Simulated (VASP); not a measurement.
Given:

```xyz
8
Lattice="6.2971 0.0000 0.0000 0.0000 6.2971 0.0000 0.0000 0.0000 6.2971" Properties=species:S:1:pos:R:3 pbc="T T T"
Mg     6.2971     6.2971     6.2971
Mg     3.1485     3.1485     6.2971
Mg     3.1485     0.0000     3.1485
Te     1.4460     1.7026     1.7026
Te     4.8511     4.5945     1.7026
Te     4.8511     1.7026     4.5945
Te     1.4460     4.5945     4.5945
Be     6.2971     3.1485     3.1485
```

Computed with PBE GGA, VASP's PBE PAW potentials (set 64) (plane waves; VASP 6.6.1). Numerical set-up: 400 eV cut-off, Gaussian smearing of 0.050 eV, potentials Mg Te Be.

Unless said otherwise, spin-orbit coupling is left out, though it shifts the bands of the heavy elements here.

Task: Give the energies of bands 7 to 20 at the high-symmetry points, in eV from the valence-band maximum.

Result: 
```
band      Γ      X      M      R
----  -----  -----  -----  -----
7     -3.21  -2.34  -2.71  -3.59
8     -1.76  -2.21  -2.71  -3.59
9     -1.76  -2.06  -2.06  -0.84
10    -1.76  -2.04  -2.06  -0.84
11    -1.25  -1.99  -1.84  -0.84
12    -1.25  -1.99  -1.40  -0.39
13    -1.25  -0.95  -0.70  -0.39
14     0.00  -0.95  -0.70  -0.39
15     0.00  -0.53  -0.58  -0.39
16     0.00  -0.53  -0.24  -0.39
17     2.34   3.30   3.44   2.50
18     2.68   3.72   3.75   3.13
19     2.68   3.93   4.46   3.13
20     2.68   4.36   4.46   3.13
```

The gap is direct, 2.34 eV, from the valence maximum at Γ to the conduction minimum at Γ.

The structure was generated: BeMg3Te4 was put into an ordered model structure (P-43m), which need not be its known phase. It was relaxed first.
